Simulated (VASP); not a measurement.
Method: PBE GGA, VASP's PBE PAW potentials (set 64) (plane waves; VASP).

A VASP calculation is set up with these files.

**POSCAR**
```
CdSe
1
    4.4067770000     0.0000000000     0.0000000000
   -2.2033890000     3.8163810000     0.0000000000
    0.0000000000     0.0000000000    14.4266590000
Cd Se
4 4
Direct
  0.0000000000   0.0000000000   0.0000000000
  0.0000000000   0.0000000000   0.5000000000
  0.6666670000   0.3333330000   0.7501800000
  0.3333330000   0.6666670000   0.2501800000
  0.0000000000   0.0000000000   0.8121600000
  0.0000000000   0.0000000000   0.3121600000
  0.6666670000   0.3333330000   0.5632900000
  0.3333330000   0.6666670000   0.0632900000
```

**INCAR**
```
ALGO  =  Normal
EDIFF  =  1E-6
ENCUT  =  300
GGA  =  PE
ISIF  =  2
ISMEAR  =  -1
LASPH  =  T
LCHARG  =  F
LMAXMIX  =  4
LREAL  =  F
LWAVE  =  F
NELM  =  100
PREC  =  Accurate
SIGMA  =  0.1
SYSTEM  =  CdSe
```

### KPOINTS
```
Automatic mesh
0
gamma
  4 4 1
```

POTCAR, in this order: Cd Se (PBE.64 set). Program: vasp_std.

Output

### OSZICAR
```
       N       E                     dE             d eps       ncg     rms          rms(c)
DAV:   1     0.355851647795E+03    0.35585E+03   -0.25977E+04   368   0.970E+02
DAV:   2    -0.309267030935E+01   -0.35894E+03   -0.35357E+03   391   0.282E+02
DAV:   3    -0.232394110313E+02   -0.20147E+02   -0.20056E+02   394   0.639E+01
DAV:   4    -0.234628339460E+02   -0.22342E+00   -0.22320E+00   392   0.643E+00
DAV:   5    -0.234653622167E+02   -0.25283E-02   -0.25280E-02   397   0.622E-01    0.116E+01
DAV:   6    -0.219291347456E+02    0.15362E+01   -0.34168E+00   369   0.119E+01    0.915E+00
DAV:   7    -0.218710525745E+02    0.58082E-01   -0.14010E+00   367   0.441E+00    0.283E+00
DAV:   8    -0.218535717588E+02    0.17481E-01   -0.18162E-01   367   0.282E+00    0.529E-01
DAV:   9    -0.218542986153E+02   -0.72686E-03   -0.20718E-02   362   0.114E+00    0.167E-01
DAV:  10    -0.218545013298E+02   -0.20271E-03   -0.16953E-03   402   0.350E-01    0.946E-02
DAV:  11    -0.218547664979E+02   -0.26517E-03   -0.47257E-04   356   0.958E-02    0.315E-02
DAV:  12    -0.218547628468E+02    0.36511E-05   -0.79408E-05   408   0.676E-02    0.111E-02
DAV:  13    -0.218547696018E+02   -0.67550E-05   -0.21477E-05   356   0.293E-02    0.364E-03
DAV:  14    -0.218547700252E+02   -0.42336E-06   -0.83386E-07   280   0.439E-03
   1 F= -.21854770E+02 E0= -.21847295E+02  d E =-.149505E-01
```

### OUTCAR
```
------------------------ aborting loop because EDIFF is reached ----------------------------------------
  FORCE on cell =-STRESS in cart. coord.  units (eV):
  Direction    XX          YY          ZZ          XY          YZ          ZX
  --------------------------------------------------------------------------------------
  Total       -0.6370154     -0.6370155     -1.0975620      0.0000001      0.0000000      0.0000000
  in kB       -4.2065102     -4.2065106     -7.2477142      0.0000006      0.0000000      0.0000000
  external PRESSURE =      -5.2202450 kB  Pullay stress =       0.0000000 kB
  volume of cell :      242.63
      direct lattice vectors                 reciprocal lattice vectors
     4.406777000  0.000000000  0.000000000     0.226923214  0.131014203  0.000000000
    -2.203389000  3.816381000  0.000000000     0.000000000  0.262028346  0.000000000
     0.000000000  0.000000000 14.426659000     0.000000000  0.000000000  0.069316118
  FREE ENERGIE OF THE ION-ELECTRON SYSTEM (eV)
  ---------------------------------------------------
  free  energy   TOTEN  =       -21.8547700252 eV

  energy  without entropy=      -21.8398195080  energy(sigma->0) =      -21.84729477
```
(Selected blocks of OUTCAR.)

At this cut-off the stress carries a Pulay error, which pulls relaxed volumes low.

The structure was generated: CdSe was put into an ordered model structure, which need not be its known phase. The cell was not relaxed at this level. The k-mesh is coarse (spacing up to 0.44 per Å, 2π included), so the numbers may not be converged in it.
